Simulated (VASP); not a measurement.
Given:

```xyz
3
Lattice="1.7998 -3.1173 0.0000 1.7998 3.1173 0.0000 0.0000 0.0000 6.0434" Properties=species:S:1:pos:R:3 pbc="T T T"
Zr     0.0000     0.0000     0.0000
S      1.7998     1.0391     1.4154
S      1.7998    -1.0391     4.6280
```

These are MS2 meta-GGA, VASP's PBE PAW potentials (set 64) (plane waves; VASP) values and carry that method's errors. Settings: 520 eV cut-off, 7×7×4 Γ-centred mesh, Gaussian smearing of 0.050 eV, potentials Zr_sv S.

Q: The ions and cell shape at fixed volume are relaxed. Give the cell that the relaxation ends in.

A: 
```xyz
3
Lattice="1.8269 -3.1643 0.0000 1.8269 3.1643 0.0000 0.0000 0.0000 5.8651" Properties=species:S:1:pos:R:3 pbc="T T T"
Zr     0.0000     0.0000     0.0000
S      1.8269     1.0548     1.4488
S      1.8269    -1.0548     4.4163
```
Space group P-3m1 (164), at a tolerance of 0.03 Å.

Q: How much energy does the relaxation gain?

A: The energy (σ→0) changes by -22.7 meV/atom, in 7 ionic steps.

The compound is ZrS2 in the 1T layered structure. This cell is one point of a volume scan, at 0.94 of the reference volume. Symmetry was kept, so distortions that lower it aren't found.
